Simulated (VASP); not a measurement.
Energy against volume of CoAl (CsCl type). Calculation: revPBE GGA, VASP's PBE PAW potentials (set 64) (plane waves; VASP). Numerical set-up: 520 eV cut-off, 13×13×13 Γ-centred mesh, first-order Methfessel-Paxton smearing of 0.10 eV, potentials Al Co.

```
V (Å³/atom)  E (eV/atom)
-----------  -----------
11.075          -5.64592
11.429          -5.66523
11.782          -5.67123
12.136          -5.66586
```

### Question
Fit these four points and predict the energy of the run at 12.489 Å³/atom.

### Answer
A cubic in V^(−2/3), the third-order Birch-Murnaghan form, passes through the four points with V0 = 11.78 Å³/atom and B0 = 171 GPa, and gives -5.6508 eV/atom there. The run gave -5.6508 eV/atom, -0.0 meV/atom from the fit; all five points give B0 = 171 GPa.

The compound is CoAl in the CsCl type structure. It was relaxed first. The run is not spin-polarised, so no magnetic state was tried.
